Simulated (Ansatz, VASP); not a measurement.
## Cross-check of Ti6AlSiC4 (Ti3Al0.5Si0.5C2, 312 MAX phase) between VASP and Ansatz

One calculation is typed for both programs; each brings its own data sets. How far apart do they land? The cell is invented: As first built, before any earlier steps moved the atoms (in the runner's words): 2x2x1 conventional cells of the Ti3AlC2 type (48 atoms: 16 C, 4 Al, 4 Si, 24 Ti); Al/Si share their sites, the best of 600 random draws by like-pair counts in two shells; start lattice by linear mixing of the end members' cells; atoms moved at random by 0.02 A. It may not be a known or stable phase. The structure shown is the start of the Ansatz relaxation below; VASP solves that cell, so the two are compared at the walk's first step.

Method: plane waves, with VASP 6.6.1 beside it; single point at PBE with D3(BJ), in Ansatz 0.2.0.

## (1) The structure

The cell holds 48 atoms: 16 C, 4 Al, 4 Si and 24 Ti. Its edges and angles: a = 6.151 Å, b = 6.151 Å, c = 18.175 Å, α = 90.0°, β = 90.0°, γ = 120.0°. It derives from Ti3AlC2 (Ti3AlC2 type, space group 194), repeated 2×2×1. As first built, before any earlier steps moved the atoms (in the runner's words): 2x2x1 conventional cells of the Ti3AlC2 type (48 atoms: 16 C, 4 Al, 4 Si, 24 Ti); Al/Si share their sites, the best of 600 random draws by like-pair counts in two shells; start lattice by linear mixing of the end members' cells; atoms moved at random by 0.02 A.

## (2) Ansatz: relaxation, PBE with D3(BJ)

Ansatz runs on its default PAW (the set named soft_2) files.

The two programs are compared at the cell with which this relaxation starts, whose forces are those of its first step.

Input file input.yaml:

```yaml
crystal:
  lattice:
    - [6.15096, -3.0e-05, 9.0e-05]
    - [-3.07551, 5.32665, 3.0e-05]
    - [0.00027, 0.00025, 18.17484]
  atoms:
    - { symbol: C, position: [0.16841, 0.33461, 0.5743] }
    - { symbol: C, position: [0.33344, 0.16626, 0.06788] }
    - { symbol: C, position: [0.16839, 0.33463, 0.92615] }
    - { symbol: C, position: [0.33345, 0.16624, 0.43257] }
    - { symbol: C, position: [0.16841, 0.83278, 0.57431] }
    - { symbol: C, position: [0.33448, 0.66677, 0.06863] }
    - { symbol: C, position: [0.16842, 0.83281, 0.92614] }
    - { symbol: C, position: [0.33445, 0.66674, 0.43182] }
    - { symbol: C, position: [0.66781, 0.33343, 0.57334] }
    - { symbol: C, position: [0.83497, 0.16624, 0.06786] }
    - { symbol: C, position: [0.66781, 0.33345, 0.92711] }
    - { symbol: C, position: [0.83496, 0.16621, 0.43257] }
    - { symbol: C, position: [0.66658, 0.83281, 0.57431] }
    - { symbol: C, position: [0.83498, 0.66777, 0.06788] }
    - { symbol: C, position: [0.66658, 0.83281, 0.92614] }
    - { symbol: C, position: [0.83497, 0.66776, 0.43257] }
    - { symbol: Al, position: [0.00122, 0.00032, 0.75022] }
    - { symbol: Al, position: [0.99568, 0.49739, 0.25023] }
    - { symbol: Al, position: [0.50383, 0.00547, 0.25022] }
    - { symbol: Al, position: [0.50374, 0.49734, 0.25022] }
    - { symbol: Si, position: [0.00108, 5.0e-05, 0.25022] }
    - { symbol: Si, position: [0.9922, 0.49568, 0.75023] }
    - { symbol: Si, position: [0.50556, 0.00889, 0.75022] }
    - { symbol: Si, position: [0.50558, 0.49553, 0.75022] }
    - { symbol: Ti, position: [0.00112, 0.0001, 0.9969] }
    - { symbol: Ti, position: [0.00113, 7.0e-05, 0.50354] }
    - { symbol: Ti, position: [0.1669, 0.33164, 0.12809] }
    - { symbol: Ti, position: [0.33638, 0.16768, 0.63355] }
    - { symbol: Ti, position: [0.16688, 0.33158, 0.37235] }
    - { symbol: Ti, position: [0.3364, 0.16773, 0.8669] }
    - { symbol: Ti, position: [0.0031, 0.50108, 0.99699] }
    - { symbol: Ti, position: [0.0031, 0.50106, 0.50345] }
    - { symbol: Ti, position: [0.16687, 0.8343, 0.12808] }
    - { symbol: Ti, position: [0.33447, 0.66671, 0.63611] }
    - { symbol: Ti, position: [0.16691, 0.83429, 0.37236] }
    - { symbol: Ti, position: [0.33448, 0.66676, 0.86434] }
    - { symbol: Ti, position: [0.50015, 0.99812, 0.99699] }
    - { symbol: Ti, position: [0.50016, 0.99809, 0.50345] }
    - { symbol: Ti, position: [0.6678, 0.33341, 0.12589] }
    - { symbol: Ti, position: [0.83351, 0.1677, 0.63355] }
    - { symbol: Ti, position: [0.66779, 0.3334, 0.37455] }
    - { symbol: Ti, position: [0.83351, 0.16774, 0.8669] }
    - { symbol: Ti, position: [0.50014, 0.50107, 0.99698] }
    - { symbol: Ti, position: [0.50015, 0.50105, 0.50346] }
    - { symbol: Ti, position: [0.66959, 0.83431, 0.12809] }
    - { symbol: Ti, position: [0.83354, 0.66484, 0.63356] }
    - { symbol: Ti, position: [0.66958, 0.83428, 0.37235] }
    - { symbol: Ti, position: [0.83353, 0.66489, 0.86689] }
kpoints:
  mp_grid: { grid: [5, 5, 1] }
hamiltonian:
  xc: pbe
  dispersion: d3bj
scf:
  occupations: { method: methfessel_paxton, width: 0.15 }
output:
  forces: true
  stress: true
relax:
  f_tol: 0.02
  max_steps: 25
  cell: { stress_tol: 0.1 }
```

Run with:

```
ansatz run input.yaml --threads 32 --pin off --max-ram 143360MiB --backend cuda --events-out ev --progress --plain --runs-dir out
```

Numbers of over 12 decimals in the logs are rounded to 6 here.

What it wrote:

```text
The last accepted step is kept in <dir> (removed where the run ends without a failure and the disk answers)
Engine: ansatz 0.2.0, aarch64-unknown-linux-gnu
Pseudopotentials: kind: paw
Pseudopotential: C, paw, valence charge 4, recommended cutoff 420 eV (normal), C.paw.azcp
Pseudopotential: Al, paw, valence charge 3, recommended cutoff 420 eV (normal), Al.paw.azcp
Pseudopotential: Si, paw, valence charge 4, recommended cutoff 420 eV (normal), Si.paw.azcp
Pseudopotential: Ti, paw, valence charge 12, recommended cutoff 420 eV (normal), Ti.paw.azcp
Functional definition: PBE
  parameter kappa = 0.804
  parameter beta = 0.066725
  exchange = pbe_x(kappa = kappa, mu = beta*pi^2/3)
  correlation = pbe_c(beta = beta)
device memory: the entry about to start is reckoned to put 23.8 GiB on a device that reports 182.5 GiB free
GPU FFT provider: cuFFT
GPU libraries: cuBLAS 13.8.1, cuFFT 12.4.0, cuSOLVER 12.3.2
GPU matrix products: emulated (plane waves: as basis.precision tells), large ones in fixed point in workspaces of 1.00 GiB
Crystal: 48 atoms, lattice volume = 595.479 Å³
Basis set: ecut = 420 eV, 11635 PW (Γ), exchange–correlation on 90×90×250 points (8 copies of the dense FFT grid, shifted against one another)
Bands: 238, of which v1, the nominal top of the filled ones, is band 190 counted from 1 (189 counted from 0)
Symmetry: 1 space group operations
Space group: P1 (ITA 1), of the structure as read, at distance tolerance 8.4e-5 Å
k-points: 13 of 25 (time reversal used)
Non-local potential: C, projectors of the file, l = 0: 2, l = 1: 2, l = 2: 1
Non-local potential: Al, projectors of the file, l = 0: 2, l = 1: 2, l = 2: 1
Non-local potential: Si, projectors of the file, l = 0: 2, l = 1: 2, l = 2: 2
Non-local potential: Ti, projectors of the file, l = 0: 3, l = 1: 2, l = 2: 3, l = 3: 1
PAW form: soft (Blöchl's): semilocal exchange-correlation on the pseudo side does not see the compensation charge
PAW one-centre angular grid: C, 110 points (default); XC on 64 Gauss nodes
PAW one-centre angular grid: Al, 110 points (default); XC on 64 Gauss nodes
PAW one-centre angular grid: Si, 110 points (default); XC on 64 Gauss nodes
PAW one-centre angular grid: Ti, 590 points (default); XC on 64 Gauss nodes
Initial density: superposition of atomic densities (neutral atoms: chi_scale 0, normalization atom), corrected by the library's trained network
Initial wavefunctions: pseudopotential atomic-orbital guess
GPU buffer pool allocated for 253125 grid points (all kernels)
GPU transforms: local potential and band sums: pruned to the plane-wave sphere, on 45×45×125
Functional: x = pbe(κ = 0.804, μ = 0.219515), c = pbe(β = 0.066725)
SCF iter   1: F=—  HF=-68761.012013 eV  |F-HF|=—  |Δ(HF+E_count)|=         —  Δρ=2.82e-3  dr2=6.91e-1  ethr=1.77e-3  ⟨swp⟩=5.6  Hψ=12419  notcnv=0
preconditioner: auto → Kerker (q_TF=auto, 2.531 Å⁻¹)  [metal: Δε(μ)=0.078 eV  Ē_g=6.019 eV  σ=0.150 eV  W_gap=0.39  n_scr=176 (ndim 8)  ℏωp=20.9 eV  f_vac=0.000  D(μ)=10.08/eV (n_scr^D=52)]
SCF iter   2: F=—  HF=-68760.993256 eV  |F-HF|=—  |Δ(HF+E_count)|=   1.88e-2  S|Δr|=    0.00e0  Δρ=1.64e-3  dr2=3.18e-1  ethr=1.82e-4  ⟨swp⟩=1.0  Hψ=3562  notcnv=0
SCF iter   3: F=—  HF=-68760.981958 eV  |F-HF|=—  |Δ(HF+E_count)|=   1.13e-2  S|Δr|=    0.00e0  Δρ=4.20e-4  dr2=1.97e-2  ethr=8.36e-5  ⟨swp⟩=2.0  Hψ=2982  notcnv=0
SCF iter   4: F=—  HF=-68760.983619 eV  |F-HF|=—  |Δ(HF+E_count)|=   1.66e-3  S|Δr|=    0.00e0  Δρ=2.23e-4  dr2=1.32e-3  ethr=5.19e-6  ⟨swp⟩=2.0  Hψ=2955  notcnv=0
SCF iter   5: F=—  HF=-68760.978340 eV  |F-HF|=—  |Δ(HF+E_count)|=   5.28e-3  S|Δr|=    0.00e0  Δρ=1.06e-4  dr2=2.05e-4  ethr=3.47e-7  ⟨swp⟩=2.0  Hψ=3769  notcnv=0
SCF iter   6: F=—  HF=-68760.978316 eV  |F-HF|=—  |Δ(HF+E_count)|=   2.41e-5  S|Δr|=    0.00e0  Δρ=2.52e-5  dr2=3.15e-5  ethr=5.40e-8  ⟨swp⟩=2.0  Hψ=3768  notcnv=0
SCF iter   7: F=—  HF=-68760.980043 eV  |F-HF|=—  |Δ(HF+E_count)|=   1.73e-3  S|Δr|=    0.00e0  Δρ=7.35e-6  dr2=9.09e-7  ethr=8.28e-9  ⟨swp⟩=2.0  Hψ=4075  notcnv=0
SCF iter   8: F=—  HF=-68760.980043 eV  |F-HF|=—  |Δ(HF+E_count)|=   8.60e-8  S|Δr|=    0.00e0  Δρ=2.69e-6  dr2=1.68e-7  ethr=2.63e-11  ⟨swp⟩=4.0  Hψ=9253  notcnv=0
SCF iter   9: F=-68760.980043 eV  HF=-68760.980043 eV  |F-HF|=6.23e-9  |Δ(HF+E_count)|=   1.11e-8  S|Δr|=    0.00e0  Δρ=7.26e-7  dr2=7.73e-9  ethr=2.63e-11  ⟨swp⟩=3.0  Hψ=8103  notcnv=0
SCF 1 converged in 9 iterations: F = -68760.980043 eV  dr2 = 7.73e-9
  greatest PAW one-centre occupation: 0.999 electrons in one spin orbital (limit 2), on the Ti atom at site 24 (counted from 0), in its partial waves of l = 0
relax step   1: F+E_penalty+E_count = -68760.98004333 eV  Δ(F+E_penalty+E_count) = +0.000e0 eV  max|allowed force component| = 4.261e-2 eV/Å  Δτ_max = 0.0000 Å  P = -6.015 GPa  Ω = 595.479 Å³  (9 SCF iters, dr2 threshold 1.00e-7 eV, accepted)
[...]
relax step   2: F+E_penalty+E_count = -68761.22668192 eV  Δ(F+E_penalty+E_count) = -2.466e-1 eV  max|allowed force component| = 5.394e-1 eV/Å  Δτ_max = 0.0708 Å  P = +1.624 GPa  Ω = 567.550 Å³  energy of the carried Pulay correction = +2.801e-2 eV  (6 SCF iters, dr2 threshold 4.80e-6 eV, accepted)
[...]
relax step   3: F+E_penalty+E_count = -68761.38603848 eV  Δ(F+E_penalty+E_count) = -1.594e-1 eV  max|allowed force component| = 1.758e-2 eV/Å  Δτ_max = 0.0519 Å  P = +0.085 GPa  Ω = 574.978 Å³  energy of the carried Pulay correction = +2.043e-2 eV  (7 SCF iters, dr2 threshold 4.80e-6 eV, accepted)
[...]
relax step   4: F+E_penalty+E_count = -68761.38604233 eV  Δ(F+E_penalty+E_count) = -3.852e-6 eV  max|allowed force component| = 3.446e-3 eV/Å  Δτ_max = 0.0025 Å  P = +0.001 GPa  Ω = 575.272 Å³  energy of the carried Pulay correction = +2.013e-2 eV  (7 SCF iters, dr2 threshold 3.35e-8 eV, accepted)
[...]
relax step   5: F+E_penalty+E_count = -68761.36758945 eV  Δ(F+E_penalty+E_count) = +1.845e-2 eV  max|allowed force component| = 3.639e-3 eV/Å  Δτ_max = 0.0000 Å  P = -0.030 GPa  Ω = 575.272 Å³  stress off target by 3.25e-2 GPa  SCF on the basis re-selected at this cell (its energy is not comparable with the rows above)  (4 SCF iters)
basis re-selected at this cell: Δ(F+E_penalty+E_count) = +1.845e-2 eV, ΔP = -0.031 GPa vs the last step (what re-selecting the basis moved, of the pressure what is left beyond the Pulay correction that the steps carried, after the strain that the cell walked since its last selection, with what the two solves' SCF thresholds leave and, on support functions, any second-order correction that the steps lacked; it is no m [...]
SCF converged after 4 iterations
Stability not checked: this state was not tested for a lower state beside it, because cold or Methfessel-Paxton smearing, or corrected tetrahedra, fill the levels in a way that the test cannot read (fill_not_monotonic; see scf.lower_state_search)
Free energy (F): -68761.367589 eV
Harris-Foulkes:  -68761.367589 eV  (|F-HF|=1.48e-9)
Internal energy: -68761.384971 eV  (E = F + TS)
E sigma→0 (E₀):  -68761.371935 eV
Entropy (-TS):   0.017381 eV (0.362 meV/atom)
Fermi energy:    13.393698 eV
Step filling:    the computed levels leave a gap of 0.0000 eV = 0.0 smearing widths at the electron count; against every level under it full and every level over it empty, smearing changes F+E_penalty+E_count by +8.047 meV and its σ→0 estimate by +3.702 meV
--- Per-component energies (eV) ---
  E_band       = -3126.338817
  E_kinetic    = 8284.719093
  E_local      = -30732.273931  (includes V_loc(G=0)·N_el)
  E_nonlocal   = 722.169928
  E_hartree    = 13527.962156
  E_xc         = -3538.885921
  E_vxc        = -4251.873133  (∫ρ·V_xc dr)
  E_paw        = -30631.852502  (= ΣΔE_a)
  E_vpaw       = -4205.003450  (= ΣTr[D̂ρ^β])
  E_aug_tail   = 0.003088  (compensation charges beyond the density's cutoff)
  E_ewald      = -26370.778745
  E_disp       = -22.448137  (pairwise vdW)
  E_smearing   = 0.017381  (= −TS)
  E_closure    = -0.000000  (closes the sum)
  Σ components = -68761.367589   (vs F -68761.367589, Δ=0.00e0)
--- Forces (eV/Å), atoms counted from 1 ---
  atom   1  C     -0.00000560     0.00018988     0.00110294
  atom   2  C      0.00029051     0.00016392     0.00322175
  atom   3  C     -0.00000117     0.00018713    -0.00111833
  atom   4  C      0.00028586     0.00016988    -0.00322792
  atom   5  C      0.00016378    -0.00008844     0.00109101
  atom   6  C     -0.00000134    -0.00000261     0.00363303
  atom   7  C      0.00016052    -0.00009234    -0.00110510
  atom   8  C      0.00000324    -0.00000771    -0.00363920
  atom   9  C     -0.00000107     0.00000074     0.00268720
  atom  10  C     -0.00028778     0.00016668     0.00322524
  atom  11  C      0.00000459    -0.00000270    -0.00270695
  atom  12  C     -0.00028834     0.00016781    -0.00322710
  atom  13  C     -0.00015851    -0.00009446     0.00109644
  atom  14  C     -0.00000346    -0.00033162     0.00322132
  atom  15  C     -0.00015967    -0.00008907    -0.00111064
  atom  16  C      0.00000019    -0.00033384    -0.00322627
  atom  17  Al     0.00000496    -0.00001415    -0.00000610
  atom  18  Al     0.00132424     0.00076403    -0.00000146
  atom  19  Al    -0.00000327    -0.00152885    -0.00000263
  atom  20  Al    -0.00132540     0.00076713    -0.00000014
  atom  21  Si     0.00000505     0.00000160     0.00000183
  atom  22  Si    -0.00073482    -0.00043224    -0.00000345
  atom  23  Si    -0.00000985     0.00086107    -0.00000184
  atom  24  Si     0.00073833    -0.00042013    -0.00000064
[...]
atom  41  Ti    -0.00000265     0.00000365     0.00153215
  atom  42  Ti     0.00135559    -0.00077845    -0.00147955
  atom  43  Ti     0.00020784    -0.00011324     0.00092665
  atom  44  Ti     0.00020430    -0.00011637    -0.00090573
  atom  45  Ti    -0.00000029    -0.00000156    -0.00232024
  atom  46  Ti    -0.00000111     0.00156905     0.00149724
  atom  47  Ti    -0.00000290    -0.00000476     0.00231461
  atom  48  Ti     0.00000077     0.00156398    -0.00148741
  max |Σ_I F_I| component: 1.34e-6 eV/Å
--- Stress (GPa, compression-positive) ---
       -0.032539       0.000001      -0.000007
        0.000001      -0.032547      -0.000005
       -0.000007      -0.000005      -0.026051
  P = ⅓ Tr σ = -0.0304 GPa (-0.304 kbar)
--- Band table (eV; the first three rows and the last of 13) ---
--- Relaxed structure (4 steps of the walk, 4 accepted, 1 SCFs on fresh bases) ---
  F+E_penalty+E_count = -68761.36758945 eV   max|allowed force component| = 3.639e-3 eV/Å   (the final SCF, on the basis selected at the relaxed cell)
  cell:  # Å, volume = 575.2718 Å³
    - [6.082389, 2.2411423916851706e-6, -5.038804070949568e-7]
    - [-3.041196, 5.267502, 1.1857652201007073e-6]
    - [2.7808924217594534e-6, -2.4038641596611982e-6, 17.955359]
  atoms:
    [... one line an atom ...]
```

In the SCF lines HF is the Harris–Foulkes energy and dr2 the Hartree energy of the density residual, in eV; the loop may stop once dr2 is under the threshold and the program's other checks hold. Hψ counts applications of the Hamiltonian.

[end of part 1 of 2]

[Lines on the potential files, build, host, timing and source positions are cut from VASP's logs without a mark.]

[Logs are printed without paths, hosts, clocks, repeated set-up lines and the standing remarks that a program may print on its own settings, such as how far it seeks lower states.]

[Hosts, paths, dates, database ids (printed as entryN), source tags and the programs' standing remarks are cut or masked in the printed files.]
